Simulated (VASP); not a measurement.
WC (Qusongite):

```xyz
2
Lattice="2.9217 0.0000 0.0000 -1.4608 2.5302 0.0000 0.0000 0.0000 2.8471" Properties=species:S:1:pos:R:3 pbc="T T T"
W     0.0000    0.0000    0.0000
C     1.4608    0.8434    1.4235
```

* Program: VASP 6.6.1
* Task: relaxation of cell and atoms
* Functional: PBEsol
* Potentials or basis: VASP PAW PBE potentials, release 64 (W_sv, C)
* Cutoff: 600 eV
* k mesh: 18 × 18 × 14
* Occupations: gaussian, width 0.1 eV
* Spin: no spin polarisation

At the start: pressure -7.8 GPa; volume 10.52 Å³/atom.

Task: How do energy, volume and symmetry change on relaxing?

Result: Over 9 steps the energy falls by 5.1 meV/atom and the volume is 10.32 Å³/atom (-2.0 %); space group P-6m2 (No. 187, to 0.05 Å).

The path:
```
step  energy change (eV)  largest force (eV/Å)  pressure (GPa)  volume (Å³)
   1              0.0000                0.0000           -7.77        21.05
   2              0.0735                0.0000           25.40        19.53
   3             -0.0101                0.0000           -0.19        20.65
   4             -0.0102                0.0000           -0.02        20.64
   5             -0.0101                0.0000            0.14        20.63
   6             -0.0102                0.0000            0.18        20.62
   7             -0.0102                0.0000            0.16        20.62
   8             -0.0102                0.0000           -0.31        20.65
   9             -0.0102                0.0000            0.00        20.63
```

Final structure:
```cif
data_structure
_symmetry_space_group_name_H-M 'P 1'
_symmetry_Int_Tables_number 1
_cell_length_a 2.9010
_cell_length_b 2.9010
_cell_length_c 2.8309
_cell_angle_alpha 90.000
_cell_angle_beta 90.000
_cell_angle_gamma 120.000
_cell_volume 20.63
loop_
_atom_site_label
_atom_site_type_symbol
_atom_site_fract_x
_atom_site_fract_y
_atom_site_fract_z
_atom_site_occupancy
W1 W 0.00000 0.00000 0.00000 1
C1 C 0.66667 0.33333 0.50000 1
```

Caveat: the PAW data sets were made with another functional, which shifts forces and pressure a little.
